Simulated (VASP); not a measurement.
A run of VASP 6.6.1 is set up as follows.

Contents of INCAR:

```
SYSTEM = Hf5F3
ALGO = Normal
EDIFF = 1E-6
EDIFFG = -0.04
ENCUT = 600
GGA = PE
IBRION = 2
ISIF = 3
ISMEAR = 0
LASPH = .True.
LCHARG = .False.
LREAL = .False.
LWAVE = .False.
NELM = 100
NSW = 90
PREC = Accurate
SIGMA = 0.1
```

The input KPOINTS:

```
k-points
0
Gamma
  4 4 4
  0 0 0
```

Contents of POSCAR:

```
Hf5F3
1.0
   -3.1789832700      3.1789832700      3.1789832700
    3.1789832700     -3.1789832700      3.1789832700
    3.1789832700      3.1789832700     -3.1789832700
Hf F
5 3
Direct
    0.0000000000      0.0000000000      0.0000000000
    0.0000000000      0.0000000000      0.5000000000
    0.0000000000      0.5000000000      0.0000000000
    0.5000000000      0.0000000000      0.0000000000
    0.5000000000      0.5000000000      0.5000000000
    0.0000000000      0.5000000000      0.5000000000
    0.5000000000      0.5000000000      0.0000000000
    0.5000000000      0.0000000000      0.5000000000
```

Potentials or basis: VASP PAW PBE potentials, release 64 (Hf_pv, F).

Run with:

```console
$ cat potpaw_PBE.64/Hf_pv/POTCAR potpaw_PBE.64/F/POTCAR > POTCAR
$ mpirun -np 1 vasp_std > vasp.out
```

(1) What does it give for the relaxed volume?

(2) Predict the space group after relaxing (to 0.05 Å).

(3) Predict the relaxed cell.

(4) Estimate the band gap on the k mesh.

Answers

(1) 18.02 Å³/atom.

(2) Im-3m (No. 229).

(3) a = 5.721 Å, b = 5.721 Å, c = 5.721 Å, α = 109.47°, β = 109.47°, γ = 109.47°.

(4) none (metal or under the smearing width).

Caveat: an odd number of electrons without spin polarisation forces a metal; a magnetic or distorted state may lie lower.
